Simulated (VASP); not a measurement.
# Sn2GeO2 (P-3m1) in VASP: relaxation of cell and atoms with PBE

Aim: the relaxation of cell and atoms of Sn2GeO2 with PBE.

Everything below comes from runs of VASP 6.6.1. Logs are shortened: lines on timing, memory, paths and dates and some standing lists are left out, and cuts for length are marked.

**1. The crystal as given**

Symmetry: P-3m1, No. 164, trigonal system. The conventional cell has a = 3.654 Å, b = 3.654 Å, c = 6.549 Å, α = 90.00°, β = 90.00°, γ = 120.00°. Around Sn (site symmetry 3m) lie 3 O at 2.34 Å. Ge (site symmetry -3m) is surrounded by 6 O at 2.48 Å. O (site symmetry 3m) is surrounded by 3 Sn at 2.34 Å and 3 Ge at 2.48 Å.

The cell was built by a generator and needn't be a form met in nature.

**2. Relaxation of cell and atoms, PBE**

Contents of INCAR:

```
SYSTEM = Sn2GeO2
PREC = Normal
ENCUT = 520
EDIFF = 1E-4
ISMEAR = 0
SIGMA = 0.15
LREAL = .FALSE.
LASPH = .TRUE.
NELM = 60
ALGO = Fast
ISIF = 3
LWAVE = .FALSE.
LCHARG = .FALSE.
GGA = PE
IBRION = 2
NSW = 24
EDIFFG = -0.08
```

Contents of KPOINTS:

```
regular mesh
0
G
  4 4 2
  0 0 0
```

Contents of POSCAR:

```
Sn2GeO2
1.0
    3.6543071800      0.0000000000      0.0000000000
   -1.8271535900      3.1647228500      0.0000000000
    0.0000000000      0.0000000000      6.5485979800
Sn Ge O
2 1 2
Direct
    0.6666666700      0.3333333300      0.3537370000
    0.3333333300      0.6666666700      0.6462630000
    0.0000000000      0.0000000000      0.0000000000
    0.6666666700      0.3333333300      0.8006809900
    0.3333333300      0.6666666700      0.1993190100
```

Potentials or basis: VASP PAW PBE potentials, release 64 (Sn_d, Ge_d, O).

Command:

```sh
> cat potpaw_PBE.64/Sn_d/POTCAR potpaw_PBE.64/Ge_d/POTCAR potpaw_PBE.64/O/POTCAR > POTCAR
> mpirun -np 1 vasp_std > vasp.out
```

OUTCAR:

```text
SYSTEM = Sn2GeO2
   PREC = Normal
   ENCUT = 520
   EDIFF = 1E-4
   ISMEAR = 0
   LREAL = .FALSE.
   LASPH = .TRUE.
   NELM = 60
   ISIF = 3
   GGA = PE
   IBRION = 2
   NSW = 24
   EDIFFG = -0.08

 ion  position               nearest neighbor table
   1  0.667  0.333  0.354-   5 2.34   5 2.34   5 2.34   2 2.85   2 2.85   2 2.85   3 3.13   3 3.13
                             3 3.13
   2  0.333  0.667  0.646-   4 2.34   4 2.34   4 2.34   1 2.85   1 2.85   1 2.85   3 3.13   3 3.13
                             3 3.13
   3  0.000  0.000  0.000-   1 3.13   2 3.13   2 3.13   1 3.13   1 3.13   2 3.13
   4  0.667  0.333  0.801-   2 2.34   2 2.34   2 2.34
   5  0.333  0.667  0.199-   1 2.34   1 2.34   1 2.34

  LATTYP: Found a hexagonal cell.
 ALAT       =     3.6543071800
 C/A-ratio  =     1.7920217588

  Lattice vectors:

 A1 = (   3.6543071800,   0.0000000000,   0.0000000000)
 A2 = (  -1.8271535900,   3.1647228500,   0.0000000000)
 A3 = (   0.0000000000,   0.0000000000,   6.5485979800)

Analysis of symmetry for initial positions (statically):
=====================================================================
 Subroutine PRICEL returns:
 Original cell was already a primitive cell.

 Routine SETGRP: Setting up the symmetry group for a
 hexagonal supercell.

 Subroutine GETGRP returns: Found 12 space group operations
 (whereof 12 operations were pure point group operations)
 out of a pool of 24 trial point group operations.

The static configuration has the point symmetry D_3d.

Analysis of symmetry for dynamics (positions and initial velocities):
=====================================================================
 Subroutine PRICEL returns:
 Original cell was already a primitive cell.

 Routine SETGRP: Setting up the symmetry group for a
 hexagonal supercell.

 Subroutine GETGRP returns: Found 12 space group operations
 (whereof 12 operations were pure point group operations)
 out of a pool of 24 trial point group operations.

The dynamic configuration has the point symmetry D_3d.

 Subroutine INISYM returns: Found 12 space group operations
 (whereof 12 operations are pure point group operations),
 and found     1 'primitive' translations

----------------------------------------------------------------------------------------

                                     Primitive cell

  volume of cell :      75.7337

  direct lattice vectors                    reciprocal lattice vectors
[... 81 lines left out ...]
   NFREE  =      1    steps in history (QN), initial steepest desc. (CG)
   ISIF   =      3    stress and relaxation
   ISYM   =      2    0-nonsym 1-usesym 2-fastsym
   POTIM  = 0.5000    time-step for ionic-motion
   TEBEG  =    0.0;   TEEND  =   0.0 temperature during run
   PSTRESS=    0.0 pullay stress
   NELECT =      54.0000    total number of electrons
   NUPDOWN=      -1.0000    fix difference up-down
   EMIN   =  10.00;   EMAX   =-10.00  energy-range for DOS
   EFERMI =   0.00;   METHOD = LEGACY
   ISMEAR =     0;   SIGMA  =   0.15  broadening in eV -4-tet -1-fermi 0-gaus
   EFERMI_NEDOS =   21; number of points for ismear=-14 and -15
   IALGO  =     68    algorithm
   IMIX   =      4    mixing-type and parameters
     AMIX     =   0.40;   BMIX     =  1.00
     AMIX_MAG =   1.60;   BMIX_MAG =  1.00
  volume/ion in A,a.u.               =      15.15       102.22
  Fermi-wavevector in a.u.,A,eV,Ry     =   1.462547  2.763812 29.103443  2.139043
  Thomas-Fermi vector in A             =   2.578747
   LORBIT       =      0    0 simple, 1 ext, 2 COOP (PROOUT), +10 PAW based schemes
   GGA     = PE    functional components
   LHFCALC =     F    Hartree Fock is set to
   AEXX    =    0.0000 exact exchange contribution
   IVDW    =     0    specifies the selected vdW correction
   LEPSILON=     F    determine dielectric tensor
   LRPA    =     F    only Hartree local field effects (RPA)
 conjugate gradient relaxation of ions
 non-spin polarized calculation
 RMM-DIIS sequential band-by-band and
 Gauss-broadening in eV      SIGMA  =   0.15
  energy-cutoff  :      520.00
  volume of cell :       75.73
 maximum number of plane-waves:      2046
   NGX = 13   NGY = 13   NGZ = 25

--------------------------------------- Ionic step        1  -------------------------------------------

 number of electron      54.0000016 magnetization

 Free energy of the ion-electron system (eV)
  ---------------------------------------------------
  ext. energy  EPLUGINS =         0.00000000
  ---------------------------------------------------
  free energy    TOTEN  =       -22.82374477 eV

  energy without entropy =      -22.80193765  energy(sigma->0) =      -22.81284121

------------------------ aborting loop because EDIFF is reached ----------------------------------------

  FORCE on cell =-STRESS in cart. coord.  units (eV):
  Direction    XX          YY          ZZ          XY          YZ          ZX
  --------------------------------------------------------------------------------------
  -------------------------------------------------------------------------------------
  Total        6.5065149      6.5065149     12.8897881      0.0000000      0.0000000      0.0000000
  in kB      137.6480138    137.6480137    272.6887977      0.0000000      0.0000000      0.0000000
  external PRESSURE =     182.6616084 kB  Pullay stress =       0.0000000 kB
[... 98 lines left out ...]
  FREE ENERGIE OF THE ION-ELECTRON SYSTEM (eV)
  ---------------------------------------------------
  free  energy   TOTEN  =       -23.8058795358 eV

  energy  without entropy=      -23.7754277117  energy(sigma->0) =      -23.79065362

[... ionic steps 4 to 20 ...]

--------------------------------------- Ionic step       21  -------------------------------------------

 number of electron      54.0000042 magnetization

------------------------ aborting loop because EDIFF is reached ----------------------------------------
[... 73 lines left out ...]
--------------------------------------- Ionic step       23  -------------------------------------------

 number of electron      54.0000150 magnetization

 Free energy of the ion-electron system (eV)
  ---------------------------------------------------
  ext. energy  EPLUGINS =         0.00000000
  ---------------------------------------------------
  free energy    TOTEN  =       -24.59205478 eV

  energy without entropy =      -24.58446724  energy(sigma->0) =      -24.58826101

 E-fermi :   7.9016     XC(G=0): -11.0690

 val. band max:        7.5155454696   @ k =   0.2500   0.2500   0.0000
 cond. band min:       7.9493494608   @ k =   0.5000   0.0000   0.5000
 fundamental gap:      0.4338039912
 Fermi energy:         7.9016447347

 k-point     1 :       0.0000    0.0000    0.0000
  band No.  band energies     occupation
      1     -17.0773      2.00000
      2     -17.0547      2.00000
      3     -17.0546      2.00000
      4     -17.0493      2.00000
      5     -17.0493      2.00000
      6     -13.8153      2.00000
[... 301 lines left out ...]
  FREE ENERGIE OF THE ION-ELECTRON SYSTEM (eV)
  ---------------------------------------------------
  free  energy   TOTEN  =       -24.5920547792 eV

  energy  without entropy=      -24.5844672411  energy(sigma->0) =      -24.58826101

 reached required accuracy - stopping structural energy minimisation
```

Run time: 3.4 min. Hardware: 1 thread of Intel Xeon Platinum 8259CL at 2.50GHz (Skylake/Cascade Lake), shared host; peak memory 0.16 GiB.

Results:

| Property | Result |
| --- | --- |
| Free energy | -24.5921 eV |
| Relaxed volume | 16.56 Å³/atom |
| Relaxed cell | a = 3.356 Å, b = 3.356 Å, c = 8.486 Å, α = 90.00°, β = 90.00°, γ = 120.00° |
| Space group after relaxing (to 0.05 Å) | P-3m1 (No. 164) |
| Energy gained by relaxing | 353.7 meV/atom |
| Ionic steps | 23 |
| Pressure after relaxing | -0.3 GPa |
| Largest force after relaxing | 0.079 eV/Å |
| Band gap on the k mesh | none (metal or under the smearing width) |

Forces in eV/Å, atoms in the order of the input:
```
Sn   0.000  0.000 -0.079
Sn   0.000  0.000  0.079
Ge   0.000  0.000  0.000
O    0.000  0.000 -0.012
O    0.000  0.000  0.012
```

The path:
| step | energy change (eV) | largest force (eV/Å) | pressure (GPa) | volume (Å³) |
| --- | --- | --- | --- | --- |
| 1 | 0.0000 | 2.2153 | 18.27 | 75.73 |
| 2 | -0.8793 | 0.4791 | -7.35 | 96.18 |
| 3 | -0.9821 | 0.7907 | -3.33 | 90.25 |
| 4 | -1.2608 | 0.5446 | -1.88 | 88.52 |
| 5 | -1.5053 | 0.4046 | 2.04 | 84.76 |
| 6 | -1.5176 | 0.6547 | 2.87 | 83.80 |
| 7 | -1.5227 | 1.2321 | 5.24 | 81.79 |
| 8 | -1.6845 | 0.7904 | 0.44 | 83.93 |
| 9 | -1.6954 | 0.6269 | -0.48 | 84.43 |
| 10 | -1.6961 | 0.5765 | -0.55 | 84.57 |
| 11 | -1.6961 | 0.5809 | -1.00 | 84.63 |
| 12 | -1.7172 | 0.5035 | -0.95 | 83.99 |
| 13 | -1.7522 | 0.2143 | 0.60 | 82.09 |
| 14 | -1.7529 | 0.2389 | 1.55 | 81.72 |
| 15 | -1.7528 | 0.2289 | 0.28 | 81.92 |
| 16 | -1.7529 | 0.2320 | 1.41 | 81.81 |
| 17 | -1.7592 | 0.2289 | -0.88 | 82.76 |
| 18 | -1.7598 | 0.2327 | -0.03 | 82.50 |
| 19 | -1.7598 | 0.2307 | -0.51 | 82.58 |
| 20 | -1.7599 | 0.2337 | -0.64 | 82.55 |
| 21 | -1.7654 | 0.1568 | -0.07 | 82.28 |
| 22 | -1.7661 | 0.1730 | 0.70 | 82.17 |
| 23 | -1.7683 | 0.0794 | -0.35 | 82.79 |

Final structure:
```cif
data_structure
_symmetry_space_group_name_H-M 'P 1'
_symmetry_Int_Tables_number 1
_cell_length_a 3.3565
_cell_length_b 3.3565
_cell_length_c 8.4857
_cell_angle_alpha 90.000
_cell_angle_beta 90.000
_cell_angle_gamma 120.000
_cell_volume 82.79
loop_
_atom_site_label
_atom_site_type_symbol
_atom_site_fract_x
_atom_site_fract_y
_atom_site_fract_z
_atom_site_occupancy
Sn1 Sn 0.66667 0.33333 0.34794 1
Sn2 Sn 0.33333 0.66667 0.65206 1
Ge1 Ge 0.00000 0.00000 0.00000 1
O1 O 0.66667 0.33333 0.84506 1
O2 O 0.33333 0.66667 0.15494 1
```

Levels at points of the mesh, in eV from the Fermi level:
| k point | band 23 | band 24 | band 25 | band 26 | band 27 | band 28 | band 29 | band 30 | band 31 | band 32 |
| --- | --- | --- | --- | --- | --- | --- | --- | --- | --- | --- |
| (0.00, 0.00, 0.00) | -3.39 | -3.39 | -3.10 | -2.31 | 1.09 | 2.04 | 5.02 | 5.02 | 6.24 | 6.24 |
| (0.50, 0.00, 0.00) | -4.51 | -3.97 | -3.64 | -2.08 | -1.12 | 0.26 | 1.50 | 2.98 | 4.18 | 4.65 |
| (0.00, 0.00, 0.50) | -3.42 | -3.38 | -3.38 | -0.89 | -0.59 | 4.30 | 4.86 | 4.86 | 5.27 | 6.90 |
| (0.50, 0.00, 0.50) | -4.49 | -4.08 | -3.67 | -1.88 | -1.62 | 0.05 | 2.91 | 3.19 | 3.44 | 4.69 |

Caveat: the k mesh is coarse (spacing up to 0.50 Å⁻¹), so the values aren't converged; the relaxation stopped at a loose force limit of 0.08 eV/Å, so its end isn't a converged minimum.
